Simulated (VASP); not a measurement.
Input:

```
PtS2
1.0
    1.80484    -3.12607     0.00000
    1.80484     3.12607     0.00000
    0.00000     0.00000     5.85746
Pt S
1 2
Direct
  0.00000   0.00000   0.00000
  0.33333   0.66667   0.21499
  0.66667   0.33333   0.78501
```

Method: revTPSS meta-GGA, VASP's PBE PAW potentials (set 64) (plane waves; VASP). Run with 520 eV cut-off, 7×7×4 Γ-centred mesh, Gaussian smearing of 0.050 eV, potentials Pt S.

Without a dispersion term in the relaxation, distances and binding between the weakly bound layers, chains or molecules are unreliable, and so is what depends on them.

Q: The ions and cell shape at fixed volume are relaxed. Which structure does the run end with?

A: 
```
PtS2
1.0
    1.76773    -3.06180     0.00000
    1.76773     3.06180     0.00000
    0.00000     0.00000     6.10593
Pt S
1 2
Direct
  0.00000   0.00000   0.00000
  0.33333   0.66667   0.20250
  0.66667   0.33333   0.79750
```
Space group P-3m1 (164), at a tolerance of 0.03 Å.

Q: How much energy does the relaxation gain?

A: The energy (σ→0) changes by -26.8 meV/atom, in 8 ionic steps.

```json
[
 {"step": "1", "E(σ→0) (eV)": "23.4138", "max force (eV/Å)": "0.743", "pressure (GPa)": "-6.17", "volume (Å³)": "66.10"},
 {"step": "2", "E(σ→0) (eV)": "23.3623", "max force (eV/Å)": "0.376", "pressure (GPa)": "-3.65", "volume (Å³)": "66.10"},
 {"step": "3", "E(σ→0) (eV)": "23.3401", "max force (eV/Å)": "0.060", "pressure (GPa)": "-0.67", "volume (Å³)": "66.10"},
 {"step": "4", "E(σ→0) (eV)": "23.3399", "max force (eV/Å)": "0.107", "pressure (GPa)": "-0.35", "volume (Å³)": "66.10"},
 {"step": "5", "E(σ→0) (eV)": "23.3347", "max force (eV/Å)": "0.054", "pressure (GPa)": "-0.03", "volume (Å³)": "66.10"},
 {"step": "6", "E(σ→0) (eV)": "23.3334", "max force (eV/Å)": "0.013", "pressure (GPa)": "0.22", "volume (Å³)": "66.10"},
 {"step": "7", "E(σ→0) (eV)": "23.3334", "max force (eV/Å)": "0.015", "pressure (GPa)": "0.20", "volume (Å³)": "66.10"},
 {"step": "8", "E(σ→0) (eV)": "23.3334", "max force (eV/Å)": "0.003", "pressure (GPa)": "0.13", "volume (Å³)": "66.10"}
]
```

The compound is PtS2 in the 1T layered structure. This cell is one point of a volume scan, at 1.06 of the reference volume. Symmetry was kept, so distortions that lower it aren't found.
